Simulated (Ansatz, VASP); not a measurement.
# Cross-check of CuAs3 between VASP and Ansatz, part 2 of 2

One calculation is typed for both programs; each brings its own data sets. How far apart do they land? The cell is generated by rule, not measured, and may not be a known phase. The cell is taken from a series of runs on this material, whose earlier steps may have relaxed, scaled, displaced or heated it; both programs get it as it stands.

VASP 6.6.1 and Ansatz 0.2.0.

So far: Set-up; Ansatz: zone-centre phonons, PBEsol.

**3. VASP: zone-centre phonons, PBEsol**

Level of this step: PBEsol; plane waves and PAW (As, Cu); invented cell (VASP).

The same cell, functional, mesh and smearing now go to VASP, with its own data sets.

Lines of VASP's logs that name or quote its potential files are left out, and so is its time.

INCAR

```
SYSTEM = CuAs3
PREC = Accurate
ENCUT = 600
EDIFF = 1E-08
NELM = 120
ISMEAR = 1
SIGMA = 0.15
LREAL = .FALSE.
ALGO = Normal
GGA = PS
NBANDS = 19
LASPH = .TRUE.
LORBIT = 11
LWAVE = .FALSE.
LCHARG = .FALSE.
ISIF = 2
IBRION = 8
GGA_COMPAT = .FALSE.
KPAR = 2
```

POSCAR

```
CuAs3
1.0
   -2.5894909673      2.5894909673      2.5894909673
    2.5894909673     -2.5894909673      2.5894909673
    2.5894909673      2.5894909673     -2.5894909673
As Cu
3 1
Direct
    0.0000000000      0.5000000000      0.5000000000
    0.5000000000      0.0000000000      0.5000000000
    0.5000000000      0.5000000000      0.0000000000
    0.0000000000      0.0000000000      0.0000000000
```

KPOINTS

```
Automatic mesh
0
Gamma
10 10 10
0 0 0
```

Potentials, in the order of the species: As and Cu (PBE family, release 64).

On the command line:

```
$ mpirun -np 2 vasp_std
```

Numbers of over 12 decimals in the logs are rounded to 6 here.

What it wrote:

```text
[banner, memory and clock lines left out]
running    2 mpi-ranks, on    1 nodes
 distrk:  each k-point on    1 cores,    2 groups
 distr:  one band on    1 cores,    1 groups

 POSCAR found type information on POSCAR AsCu
 POSCAR found :  2 types and       4 ions
|                                                                             |
|               ----> ADVICE to this user running VASP <----                  |
|                                                                             |
|     You enforced a specific xc type in the INCAR file but a different       |
|     [... a line on the potential file left out ...]
|     I HOPE YOU KNOW WHAT YOU ARE DOING!                                     |
|                                                                             |

 LDA part: xc-table for (Slater+PW92), standard interpolation
 POSCAR, INCAR and KPOINTS ok, starting setup
 FFT: planning ... GRIDC
 FFT: planning ... GRID_SOFT
 FFT: planning ... GRID
 WAVECAR not read
 entering main loop
       N       E                     dE             d eps       ncg     rms          rms(c)
DAV:   1     0.166177778162E+03    0.16618E+03   -0.12392E+04  1792   0.162E+03
DAV:   2    -0.494379431129E+01   -0.17112E+03   -0.16451E+03  1858   0.317E+02
DAV:   3    -0.205143238051E+02   -0.15571E+02   -0.15004E+02  2468   0.964E+01
DAV:   4    -0.210912683522E+02   -0.57694E+00   -0.57248E+00  2375   0.151E+01
DAV:   5    -0.211009742053E+02   -0.97059E-02   -0.96978E-02  2278   0.211E+00    0.156E+01
DAV:   6    -0.259259857922E+02   -0.48250E+01   -0.14300E+02  2070   0.234E+02    0.142E+01
DAV:   7    -0.195904614585E+02    0.63355E+01   -0.15613E+01  2237   0.111E+02    0.545E+00
DAV:   8    -0.190113466740E+02    0.57911E+00   -0.37057E+00  2342   0.516E+01    0.131E+00
DAV:   9    -0.190500785426E+02   -0.38732E-01   -0.53824E-01  2610   0.871E+00    0.497E-01
DAV:  10    -0.190482192943E+02    0.18592E-02   -0.41102E-02  2086   0.574E+00    0.308E-01
DAV:  11    -0.190472716740E+02    0.94762E-03   -0.23798E-02  2200   0.463E+00    0.285E-01
DAV:  12    -0.190462422608E+02    0.10294E-02   -0.31944E-03  2643   0.137E+00    0.123E-01
DAV:  13    -0.190459577727E+02    0.28449E-03   -0.94618E-04  2420   0.823E-01    0.179E-02
DAV:  14    -0.190459685406E+02   -0.10768E-04   -0.19598E-04  2775   0.160E-01    0.845E-03
DAV:  15    -0.190459685771E+02   -0.36491E-07   -0.26644E-06  2097   0.106E-02    0.847E-03
DAV:  16    -0.190459663553E+02    0.22218E-05   -0.47017E-06  2580   0.584E-02    0.164E-03
DAV:  17    -0.190459663983E+02   -0.42961E-07   -0.48848E-07  2069   0.473E-03    0.604E-04
DAV:  18    -0.190459664021E+02   -0.38249E-08   -0.32376E-08  1857   0.481E-03
   1 F= -.19045966E+02 E0= -.19045298E+02  d E =-.200624E-02
 Linear response reoptimize wavefunctions to high precision
DAV:   1    -0.190459664124E+02   -0.10267E-07   -0.44002E-09  1783   0.754E-04
DAV:   2    -0.190459664123E+02    0.21600E-10   -0.43587E-10  1163   0.194E-04
 Linear response DOF=           3
 Linear response progress:
  Degree of freedom:   1/  3
       N       E                     dE             d eps       ncg     rms          rms(c)
RMM:   1    -0.459813426828E-01   -0.45981E-01    0.59747E-02  8627   0.152E+00
RMM:   2    -0.442399259872E-01    0.17414E-02   -0.47155E-03  5732   0.639E-01    0.592E-02
RMM:   3    -0.444830587340E-01   -0.24313E-03   -0.13461E-03  6509   0.198E-01    0.278E-02
RMM:   4    -0.445101335242E-01   -0.27075E-04   -0.92934E-05  6548   0.613E-02    0.745E-03
RMM:   5    -0.445124412135E-01   -0.23077E-05   -0.89297E-06  6748   0.178E-02    0.242E-03
RMM:   6    -0.445068401862E-01    0.56010E-05   -0.66141E-07  6028   0.673E-03    0.123E-03
RMM:   7    -0.445061285467E-01    0.71164E-06   -0.25238E-07  5846   0.397E-03    0.560E-04
RMM:   8    -0.445065382273E-01   -0.40968E-06   -0.14762E-07  6658   0.196E-03    0.225E-04
RMM:   9    -0.445072017828E-01   -0.66356E-06   -0.37070E-08  6396   0.678E-04    0.801E-05
RMM:  10    -0.445065886773E-01    0.61311E-06   -0.15342E-08  6783   0.202E-04    0.310E-05
RMM:  11    -0.445065206590E-01    0.68018E-07   -0.14509E-08  6859   0.837E-05    0.631E-06
RMM:  12    -0.445064980634E-01    0.22596E-07   -0.13415E-08  6725   0.466E-05    0.453E-06
RMM:  13    -0.445065041295E-01   -0.60661E-08   -0.13897E-08  6912   0.276E-05    0.123E-06
 first order change of Fermi-energy   0.50281E-04
 force on displaced ion       1 direction 1 :  -2.988   0.000   0.000
 Linear response progress:
  Degree of freedom:   2/  3
       N       E                     dE             d eps       ncg     rms          rms(c)
RMM:   1    -0.462782456610E-01   -0.46278E-01    0.62100E-02 16746   0.107E+00
RMM:   2    -0.448210873952E-01    0.14572E-02   -0.31765E-03  9744   0.416E-01    0.986E-02
RMM:   3    -0.449962114465E-01   -0.17512E-03   -0.58844E-04 11070   0.128E-01    0.548E-02
RMM:   4    -0.451606999604E-01   -0.16449E-03   -0.47595E-05 11168   0.391E-02    0.560E-03
RMM:   5    -0.451864942623E-01   -0.25794E-04   -0.37599E-06 11250   0.101E-02    0.209E-03
RMM:   6    -0.451823401231E-01    0.41541E-05    0.14253E-07 10268   0.404E-03    0.116E-03
RMM:   7    -0.451805681085E-01    0.17720E-05   -0.10071E-07 10029   0.230E-03    0.578E-04
RMM:   8    -0.451793896226E-01    0.11785E-05    0.43292E-08 11518   0.886E-04    0.800E-05
RMM:   9    -0.451796302560E-01   -0.24063E-06    0.16104E-08 11622   0.243E-04    0.246E-05
RMM:  10    -0.451795110972E-01    0.11916E-06    0.39764E-08 11756   0.885E-05    0.580E-06
RMM:  11    -0.451794868522E-01    0.24245E-07    0.32775E-08 11868   0.421E-05    0.159E-06
RMM:  12    -0.451794817226E-01    0.51296E-08    0.34238E-08 11659   0.283E-05    0.572E-07
 first order change of Fermi-energy   0.17463E-04
 force on displaced ion       1 direction 2 :   0.000  -0.500  -0.000
 Linear response progress:
  Degree of freedom:   3/  3
       N       E                     dE             d eps       ncg     rms          rms(c)
RMM:   1    -0.244370646979E+00   -0.24437E+00   -0.12687E-01  5724   0.397E+00
RMM:   2    -0.242234769825E+00    0.21359E-02   -0.58508E-03  5195   0.104E+00    0.118E-01
RMM:   3    -0.242496741892E+00   -0.26197E-03   -0.13124E-03  6027   0.261E-01    0.734E-02
RMM:   4    -0.242841721257E+00   -0.34498E-03   -0.31701E-04  5975   0.125E-01    0.131E-02
RMM:   5    -0.242790550880E+00    0.51170E-04   -0.18153E-05  6145   0.279E-02    0.566E-03
RMM:   6    -0.242779783142E+00    0.10768E-04   -0.21103E-06  5728   0.124E-02    0.273E-03
RMM:   7    -0.242775911009E+00    0.38721E-05   -0.64155E-07  5571   0.879E-03    0.105E-03
RMM:   8    -0.242768588939E+00    0.73221E-05   -0.43011E-07  6427   0.384E-03    0.381E-04
RMM:   9    -0.242766385020E+00    0.22039E-05   -0.63243E-08  6144   0.149E-03    0.184E-04
RMM:  10    -0.242765212306E+00    0.11727E-05   -0.24360E-08  6476   0.464E-04    0.351E-05
RMM:  11    -0.242765103013E+00    0.10929E-06   -0.17864E-08  6742   0.171E-04    0.205E-05
RMM:  12    -0.242764739888E+00    0.36313E-06   -0.17290E-08  6820   0.808E-05    0.802E-06
RMM:  13    -0.242764766995E+00   -0.27108E-07   -0.17076E-08  6886   0.496E-05    0.151E-06
RMM:  14    -0.242764767371E+00   -0.37573E-09   -0.17089E-08  6850   0.388E-05    0.455E-07
 first order change of Fermi-energy  -0.11841E-03
 force on displaced ion       4 direction 1 :  -3.773   0.000   0.000
 Linear response finished
```

From OUTCAR (step 3):

```text
ion  position               nearest neighbor table
   1  0.000  0.500  0.500-   2 2.59   3 2.59   4 2.59   4 2.59   3 2.59   2 2.59
   2  0.500  0.000  0.500-   1 2.59   3 2.59   4 2.59   3 2.59   4 2.59   1 2.59
   3  0.500  0.500  0.000-   1 2.59   2 2.59   4 2.59   2 2.59   1 2.59   4 2.59
   4  0.000  0.000  0.000-   1 2.59   2 2.59   3 2.59   1 2.59   2 2.59   3 2.59

  LATTYP: Found a body centered cubic cell.
 ALAT       =     5.1789819346

 Subroutine GETGRP returns: Found 48 space group operations
 (whereof 48 operations were pure point group operations)

The static configuration has the point symmetry O_h .

 Found     47 irreducible k-points:

   k-points           NKPTS =     47   k-points in BZ     NKDIM =     47   number of bands    NBANDS=     19

   dimension x,y,z NGX =    36 NGY =   36 NGZ =   36
   dimension x,y,z NGXF=    72 NGYF=   72 NGZF=   72

   ENCUT  =  600.0 eV  44.10 Ry    6.64 a.u.   8.96  8.96  8.96*2*pi/ulx,y,z

   NELECT =      26.0000    total number of electrons

 k-points in reciprocal lattice and weights: Automatic mesh
   0.00000000  0.00000000  0.00000000       0.001
   0.10000000  0.00000000  0.00000000       0.012
   0.20000000  0.00000000  0.00000000       0.012
   0.30000000  0.00000000  0.00000000       0.012
   0.40000000  0.00000000  0.00000000       0.012
   0.50000000  0.00000000  0.00000000       0.006
   0.10000000  0.10000000  0.00000000       0.024
   0.20000000  0.10000000  0.00000000       0.048
   0.30000000  0.10000000  0.00000000       0.048
[...]
0.50000000  0.50000000  0.40000000       0.012
   0.50000000  0.50000000  0.50000000       0.001

 average (electrostatic) potential at core
       1 -48.4804       2 -48.4804       3 -48.4804       4 -65.0186

  Total        0.2213541      0.2213541      0.2213541     -0.0000000      0.0000000      0.0000000
  in kB        5.1061660      5.1061660      5.1061660     -0.0000000      0.0000000      0.0000000
  external PRESSURE =       5.1061660 kB  Pullay stress =       0.0000000 kB

  energy-cutoff  :      600.00
  volume of cell :       69.45
      direct lattice vectors                 reciprocal lattice vectors
    -2.589490967  2.589490967  2.589490967     0.000000000  0.193088142  0.193088142
     2.589490967 -2.589490967  2.589490967     0.193088142  0.000000000  0.193088142
     2.589490967  2.589490967 -2.589490967     0.193088142  0.193088142  0.000000000

 POSITION                                       TOTAL-FORCE (eV/Angst)
 -----------------------------------------------------------------------------------
      2.58949      0.00000      0.00000         0.000000     -0.000000      0.000000
      0.00000      2.58949      0.00000         0.000000     -0.000000      0.000000
      0.00000      0.00000      2.58949        -0.000000      0.000000     -0.000000
      0.00000      0.00000      0.00000        -0.000000      0.000000      0.000000
 -----------------------------------------------------------------------------------
    total drift:                                0.000000     -0.000000     -0.000000

 Eigenvectors and eigenvalues of the dynamical matrix
 ----------------------------------------------------

   1 f  =    4.545588 THz    28.560774 2PiTHz  151.624508 cm-1    18.799035 meV
             X         Y         Z           dx          dy          dz
      2.589491  0.000000  0.000000    -0.508225    0.040319   -0.000000
      0.000000  2.589491  0.000000    -0.079897    0.256473    0.000000
      0.000000  0.000000  2.589491    -0.079897    0.040319    0.000000
      0.000000  0.000000  0.000000     0.725235   -0.365986   -0.000000

   2 f  =    4.545588 THz    28.560774 2PiTHz  151.624508 cm-1    18.799035 meV
             X         Y         Z           dx          dy          dz
      2.589491  0.000000  0.000000    -0.256473   -0.079897   -0.000000
      0.000000  2.589491  0.000000    -0.040319   -0.508225   -0.000000
      0.000000  0.000000  2.589491    -0.040319   -0.079897   -0.000000
      0.000000  0.000000  0.000000     0.365986    0.725235    0.000000

   3 f  =    4.545588 THz    28.560774 2PiTHz  151.624508 cm-1    18.799035 meV
             X         Y         Z           dx          dy          dz
      2.589491  0.000000  0.000000     0.000000    0.000000   -0.089494
      0.000000  2.589491  0.000000     0.000000    0.000000   -0.089494
      0.000000  0.000000  2.589491     0.000000    0.000000   -0.569272
      0.000000  0.000000  0.000000    -0.000000   -0.000000    0.812349

   4 f  =    2.707973 THz    17.014694 2PiTHz   90.328243 cm-1    11.199270 meV
             X         Y         Z           dx          dy          dz
      2.589491  0.000000  0.000000     0.037143   -0.000923   -0.481033
      0.000000  2.589491  0.000000    -0.027746    0.001235   -0.481033
      0.000000  0.000000  2.589491    -0.027746   -0.000923    0.643955
      0.000000  0.000000  0.000000     0.019916    0.000662    0.345279

   5 f  =    2.707973 THz    17.014694 2PiTHz   90.328243 cm-1    11.199270 meV
             X         Y         Z           dx          dy          dz
      2.589491  0.000000  0.000000     0.643942    0.003162    0.027739
      0.000000  2.589491  0.000000    -0.481024   -0.004232    0.027739
      0.000000  0.000000  2.589491    -0.481024    0.003162   -0.037134
      0.000000  0.000000  0.000000     0.345272   -0.002269   -0.019911

   6 f  =    2.707973 THz    17.014694 2PiTHz   90.328243 cm-1    11.199270 meV
             X         Y         Z           dx          dy          dz
      2.589491  0.000000  0.000000    -0.004154    0.481822   -0.001103
      0.000000  2.589491  0.000000     0.003103   -0.645011   -0.001103
      0.000000  0.000000  2.589491     0.003103    0.481822    0.001477
      0.000000  0.000000  0.000000    -0.002227   -0.345845    0.000792

   7 f/i=    0.000330 THz     0.002074 2PiTHz    0.011009 cm-1     0.001365 meV
             X         Y         Z           dx          dy          dz
      2.589491  0.000000  0.000000    -0.025602    0.011332    0.508963
      0.000000  2.589491  0.000000    -0.025600    0.011333    0.508963
      0.000000  0.000000  2.589491    -0.025600    0.011332    0.509005
      0.000000  0.000000  0.000000    -0.023582    0.010439    0.468839

   8 f/i=    0.000330 THz     0.002074 2PiTHz    0.011009 cm-1     0.001365 meV
             X         Y         Z           dx          dy          dz
      2.589491  0.000000  0.000000     0.190804    0.472680   -0.000928
      0.000000  2.589491  0.000000     0.190789    0.472719   -0.000928
      0.000000  0.000000  2.589491     0.190789    0.472680   -0.000928
      0.000000  0.000000  0.000000     0.175748    0.435416   -0.000854

   9 f/i=    0.000330 THz     0.002074 2PiTHz    0.011009 cm-1     0.001365 meV
             X         Y         Z           dx          dy          dz
      2.589491  0.000000  0.000000     0.472026   -0.190454    0.027981
      0.000000  2.589491  0.000000     0.471987   -0.190470    0.027981
      0.000000  0.000000  2.589491     0.471987   -0.190454    0.027983
      0.000000  0.000000  0.000000     0.434778   -0.175440    0.025775

  10 f/i=    0.687495 THz     4.319661 2PiTHz   22.932378 cm-1     2.843251 meV
             X         Y         Z           dx          dy          dz
      2.589491  0.000000  0.000000     0.000000   -0.105615    0.694818
      0.000000  2.589491  0.000000    -0.077932   -0.000000   -0.694818
      0.000000  0.000000  2.589491     0.077932    0.105615    0.000000
      0.000000  0.000000  0.000000     0.000000   -0.000000    0.000000

  11 f/i=    0.687495 THz     4.319661 2PiTHz   22.932378 cm-1     2.843251 meV
             X         Y         Z           dx          dy          dz
      2.589491  0.000000  0.000000    -0.000000   -0.610913   -0.053375
      0.000000  2.589491  0.000000     0.352045    0.000000    0.053375
      0.000000  0.000000  2.589491    -0.352045    0.610913   -0.000000
      0.000000  0.000000  0.000000    -0.000000    0.000000   -0.000000

  12 f/i=    0.687495 THz     4.319661 2PiTHz   22.932378 cm-1     2.843251 meV
             X         Y         Z           dx          dy          dz
      2.589491  0.000000  0.000000     0.000000   -0.340045   -0.119912
      0.000000  2.589491  0.000000    -0.608269    0.000000    0.119912
      0.000000  0.000000  2.589491     0.608269    0.340045   -0.000000
      0.000000  0.000000  0.000000     0.000000    0.000000    0.000000

 ELASTIC MODULI CONTR FROM IONIC RELAXATION (kBar)
 Direction    XX          YY          ZZ          XY          YZ          ZX
 --------------------------------------------------------------------------------
 XX           0.0000      0.0000      0.0000      0.0000      0.0000      0.0000
 YY           0.0000      0.0000      0.0000      0.0000      0.0000      0.0000
 ZZ           0.0000      0.0000      0.0000      0.0000      0.0000      0.0000
 XY           0.0000      0.0000      0.0000      0.0000      0.0000      0.0000
 YZ           0.0000      0.0000      0.0000      0.0000      0.0000      0.0000
 ZX           0.0000      0.0000      0.0000      0.0000      0.0000      0.0000
 --------------------------------------------------------------------------------
```

**4. Differences**

Known differences besides the potentials themselves: the data sets hold 64 valence electrons in Ansatz (on its default PAW (the set named soft_2) files) and 26 in VASP; the cutoff is 420 eV in Ansatz and 600 eV in VASP; Ansatz makes its cores anew for this functional, VASP keeps those of its PBE data sets. Total energies have different zeros and are not compared.

The two programs side by side:

| quantity | Ansatz | VASP | difference |
| --- | --- | --- | --- |
| optical mode 1 to 3 (imaginary, printed as negative) (cm⁻¹) | -51.0 | -22.9 | -28.1 |
| optical mode 4 to 6 (cm⁻¹) | 91.5 | 90.3 | +1.33 % |
| optical mode 7 to 9 (cm⁻¹) | 149.8 | 151.6 | -1.17 % |

Modes are paired by rising frequency, not by their patterns, so a pair may set unlike modes beside each other; they are those without the splitting of longitudinal modes.

**5. Outcome**

```json
{"r.m.s. difference of the optical zone-centre modes, each program's sorted by frequency (zone-centre phonons, PBEsol)": "16 cm⁻¹", "difference in optical mode 4 to 6 (zone-centre phonons, PBEsol)": "+1.3 %"}
```

What this shows: The r.m.s. difference of the optical zone-centre modes, each program's sorted by frequency is 16 cm⁻¹ (zone-centre phonons, PBEsol). The data sets hold unlike numbers of valence electrons (64 in Ansatz and 26 in VASP), so part of the differences comes from the potentials. Among the rows given in per cent, the largest difference of the zone-centre phonons, PBEsol pair is in optical mode 4 to 6, +1.3 %. What causes the difference of the zone-centre phonons, PBEsol pair stays open here. How closely two codes agree says nothing of how well the functional describes the real material.

[Lines on the potential files, build, host, timing and source positions are cut from VASP's logs without a mark.]

[Logs are printed without paths, hosts, clocks, repeated set-up lines and the standing remarks that a program may print on its own settings, such as how far it seeks lower states.]

[Hosts, paths, dates, database ids (printed as entryN), source tags and the programs' standing remarks are cut or masked in the printed files.]
